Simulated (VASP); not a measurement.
An input for Quantum ESPRESSO's pw.x (written as the equivalent of a VASP run, and not itself run):

```
&CONTROL
  calculation = 'scf'
  pseudo_dir = './pseudo'
  outdir = './out'
  tprnfor = .true.
  tstress = .true.
/
&SYSTEM
  ibrav = 0
  nat = 2
  ntyp = 2
  ecutwfc = 82
  occupations = 'tetrahedra'
  input_dft = 'revpbe'
/
&ELECTRONS
  conv_thr = 7.3e-09
  electron_maxstep = 100
/
ATOMIC_SPECIES
  Zr 91.224 Zr.upf
  C 12.011 C.upf
CELL_PARAMETERS angstrom
     0.0000000    2.3640682    2.3640682
     2.3640682   -0.0000000    2.3640682
     2.3640682    2.3640682    0.0000000
ATOMIC_POSITIONS crystal
  Zr   0.0000000  0.0000000  0.0000000
  C    0.5000000  0.5000000  0.5000000
K_POINTS automatic
  15 15 15 0 0 0
```

### Question
Translate this input to VASP (INCAR, KPOINTS, POSCAR, choice of POTCAR).

### Answer
This is not unique; one that fits is 
### KPOINTS
```
Automatic
0
Gamma
 15 15 15
```

### INCAR
```
ALGO=Normal
EDIFF=1E-7
ENCUT=520
GGA=RE
ISIF=2
ISMEAR=-5
LASPH=.True.
LCHARG=.True.
LMAXMIX=4
LORBIT=11
LREAL=.False.
LWAVE=.False.
NEDOS=601
NELM=100
PREC=Accurate
SYSTEM=ZrC
```

File POSCAR:
```
ZrC
4.7281360
  0.0000000000   0.5000000401   0.5000000401
  0.5000000401   0.0000000000   0.5000000401
  0.5000000401   0.5000000401   0.0000000000
Zr C
1 1
Direct
  0.0000000000   0.0000000000   0.0000000000
  0.5000000000   0.5000000000   0.5000000000
```

POTCAR, in this order: Zr_sv C (PBE.64 set). Program: vasp_std.

Limits of the translation: the potentials are each code's own (VASP's PAW set, PseudoDojo norm-conserving files in pw.x), so ENCUT and ecutwfc are chosen apart and not converted; conv_thr bounds pw.x's estimated SCF error, while EDIFF bounds the energy change between steps.

The compound is ZrC in the rock salt structure. It was relaxed first.
